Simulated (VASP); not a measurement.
Method: PBE GGA, VASP's PBE PAW potentials (set 64) (plane waves; VASP).

A VASP calculation is set up with these files.

**KPOINTS**
```
Automatic mesh
0
Gamma
6 6 6
0 0 0
```

### INCAR
```
SYSTEM = CsPbBr3
PREC = Accurate
ENCUT = 500
EDIFF = 1E-6
NELM = 100
ALGO = Normal
LREAL = .FALSE.
LASPH = .TRUE.
ISMEAR = 1
SIGMA = 0.1
GGA = PE
LMAXMIX = 4
LWAVE = .FALSE.
LCHARG = .FALSE.
IBRION = 2
ISIF = 3
NSW = 40
EDIFFG = -0.02
PSTRESS = 200
```

### POSCAR
```
CsPbBr3
1
    5.2383723587     0.0000000000     0.0000000000
    0.0000000000     5.2383723587     0.0000000000
   -0.0000000000    -0.0000000000     5.2383723587
Cs Pb Br
1 1 3
Direct
  0.0000000000   0.0000000000   0.0000000000
  0.5000000000   0.5000000000   0.5000000000
  0.5000000000   0.0000000000   0.5000000000
  0.0000000000   0.5000000000   0.5000000000
  0.5000000000   0.5000000000   0.0000000000
```

POTCAR, in this order: Cs_sv Pb_d Br (PBE.64 set). Program: vasp_std.

The run wrote:

File OUTCAR:
```
 ion  position               nearest neighbor table
   1  0.000  0.000  0.000-
   2  0.500  0.500  0.500-   3 2.62   4 2.62   5 2.62   5 2.62   3 2.62   4 2.62
   3  0.500  0.000  0.500-   2 2.62   2 2.62
   4  0.000  0.500  0.500-   2 2.62   2 2.62
   5  0.500  0.500  0.000-   2 2.62   2 2.62
  LATTYP: Found a simple cubic cell.
 ALAT       =     5.2383723587
 Subroutine PRICEL returns:
 Original cell was already a primitive cell.
 Subroutine GETGRP returns: Found 48 space group operations
The static configuration has the point symmetry O_h .
The dynamic configuration has the point symmetry O_h .
 Subroutine INISYM returns: Found 48 space group operations
 Subroutine IBZKPT returns following result:
 Found     20 irreducible k-points:

 Following reciprocal coordinates:
            Coordinates               Weight
  0.000000  0.000000  0.000000      1.000000
  0.166667  0.000000  0.000000      6.000000
  0.333333  0.000000  0.000000      6.000000
  0.500000  0.000000  0.000000      3.000000
  0.166667  0.166667  0.000000     12.000000
  0.333333  0.166667  0.000000     24.000000
...
```

File OSZICAR:
```
       N       E                     dE             d eps       ncg     rms          rms(c)
DAV:   1     0.428990557512E+03    0.42899E+03   -0.19502E+04  1040   0.157E+03
DAV:   2     0.391774846103E+02   -0.38981E+03   -0.37856E+03  1192   0.363E+02
DAV:   3    -0.112456528025E+02   -0.50423E+02   -0.48266E+02  1326   0.135E+02
DAV:   4    -0.130732742958E+02   -0.18276E+01   -0.18238E+01  1272   0.290E+01
DAV:   5    -0.131294948953E+02   -0.56221E-01   -0.56138E-01  1378   0.508E+00    0.102E+01
DAV:   6    -0.128763870888E+02    0.25311E+00   -0.48256E-01  1472   0.706E+00    0.609E+00
DAV:   7    -0.128620576129E+02    0.14329E-01   -0.49114E-01  1554   0.492E+00    0.835E-01
DAV:   8    -0.128585651557E+02    0.34925E-02   -0.81208E-02  1508   0.290E+00    0.352E-01
DAV:   9    -0.128594035702E+02   -0.83841E-03   -0.53646E-03  1508   0.767E-01    0.971E-02
DAV:  10    -0.128594841017E+02   -0.80531E-04   -0.34234E-04  1374   0.129E-01    0.287E-02
DAV:  11    -0.128595251257E+02   -0.41024E-04   -0.13049E-04  1524   0.103E-01    0.234E-02
DAV:  12    -0.128595238027E+02    0.13231E-05   -0.16384E-05  1434   0.273E-02    0.690E-03
DAV:  13    -0.128595241421E+02   -0.33943E-06   -0.15928E-06   866   0.130E-02
   1 F= 0.50840317E+01 E0= 0.50841454E+01  d E =0.508403E+01
       N       E                     dE             d eps       ncg     rms          rms(c)
DAV:   1    -0.127001768970E+02    0.15935E+00   -0.10214E+00  1368   0.134E+01    0.107E+00
DAV:   2    -0.126708692877E+02    0.29308E-01   -0.60021E-02  1400   0.382E+00    0.388E-01
DAV:   3    -0.126644020893E+02    0.64672E-02   -0.24249E-02  1444   0.212E+00    0.124E-01
DAV:   4    -0.126644160314E+02   -0.13942E-04   -0.76543E-04  1216   0.191E-01    0.108E-01
DAV:   5    -0.126644257583E+02   -0.97269E-05   -0.11308E-04  1312   0.101E-01    0.143E-02
DAV:   6    -0.126644285357E+02   -0.27774E-05   -0.13308E-05  1334   0.307E-02    0.405E-03
DAV:   7    -0.126644277891E+02    0.74662E-06   -0.12657E-06   816   0.119E-02
   2 F= 0.50848984E+01 E0= 0.50850124E+01  d E =0.866640E-03
       N       E                     dE             d eps       ncg     rms          rms(c)
DAV:   1    -0.127918478187E+02   -0.12742E+00   -0.35224E-01  1364   0.801E+00    0.621E-01
DAV:   2    -0.127819086989E+02    0.99391E-02   -0.20548E-02  1392   0.215E+00    0.227E-01
DAV:   3    -0.127796762532E+02    0.22324E-02   -0.83977E-03  1444   0.123E+00    0.757E-02
DAV:   4    -0.127796688993E+02    0.73539E-05   -0.25498E-04  1210   0.112E-01    0.675E-02
DAV:   5    -0.127796512983E+02    0.17601E-04   -0.39264E-05  1278   0.635E-02    0.881E-03
DAV:   6    -0.127796499625E+02    0.13358E-05   -0.56350E-06  1214   0.225E-02    0.319E-03
DAV:   7    -0.127796503145E+02   -0.35200E-06   -0.51590E-07   706   0.807E-03
   3 F= 0.50831748E+01 E0= 0.50832886E+01  d E =-.856976E-03
```

### OUTCAR
```
------------------------ aborting loop because EDIFF is reached ----------------------------------------
  FORCE on cell =-STRESS in cart. coord.  units (eV):
  Direction    XX          YY          ZZ          XY          YZ          ZX
  --------------------------------------------------------------------------------------
  Total       17.8652752     17.8652752     17.8652752      0.0000000      0.0000000      0.0000000
  in kB      200.0274331    200.0274331    200.0274331      0.0000000      0.0000000      0.0000000
  external PRESSURE =       0.0274331 kB  Pullay stress =     200.0000000 kB
  volume of cell :      143.10
      direct lattice vectors                 reciprocal lattice vectors
     5.230504468 -0.000000000 -0.000000000     0.191186148 -0.000000000 -0.000000000
     0.000000000  5.230504468 -0.000000000     0.000000000  0.191186148 -0.000000000
     0.000000000  0.000000000  5.230504468     0.000000000  0.000000000  0.191186148
 POSITION                                       TOTAL-FORCE (eV/Angst)
 -----------------------------------------------------------------------------------
      0.00000      0.00000      0.00000        -0.000000     -0.000000      0.000000
      2.61525      2.61525      2.61525         0.000000     -0.000000      0.000000
      2.61525      0.00000      2.61525        -0.000000      0.000000      0.000000
      0.00000      2.61525      2.61525        -0.000000      0.000000      0.000000
      2.61525      2.61525     -0.00000        -0.000000     -0.000000      0.000000
 -----------------------------------------------------------------------------------
    total drift:                                0.000000      0.000000     -0.000000
  FREE ENERGIE OF THE ION-ELECTRON SYSTEM (eV)
  ---------------------------------------------------
  free  energy   TOTEN  =       -12.7796503145 eV

  energy  without entropy=      -12.7793088152  energy(sigma->0) =      -12.77953648
  enthalpy is  TOTEN    =         5.0831747637 eV   P V=       17.8628250782

 reached required accuracy - stopping structural energy minimisation
```
(Selected blocks of OUTCAR.)

### CONTCAR
```
CsPbBr3
   1.00000000000000
     5.2305044676234971   -0.0000000000000000   -0.0000000000000000
     0.0000000000000000    5.2305044676234971   -0.0000000000000000
     0.0000000000000000    0.0000000000000000    5.2305044676234971
  Cs              Pb              Br
     1     1     3
Direct
     0.0000000000000000    0.0000000000000000    0.0000000000000000
     0.5000000000000000    0.5000000000000000    0.5000000000000000
     0.5000000000000000    0.0000000000000000    0.5000000000000000
     0.0000000000000000    0.5000000000000000    0.5000000000000000
     0.5000000000000000    0.5000000000000000    0.0000000000000000
```

The compound is CsPbBr3 in the cubic perovskite structure, the ideal cubic form; the compound distorts at low or room temperature. This run relaxes it under an external pressure of 20 GPa. Symmetry was kept, so distortions that lower it aren't found.
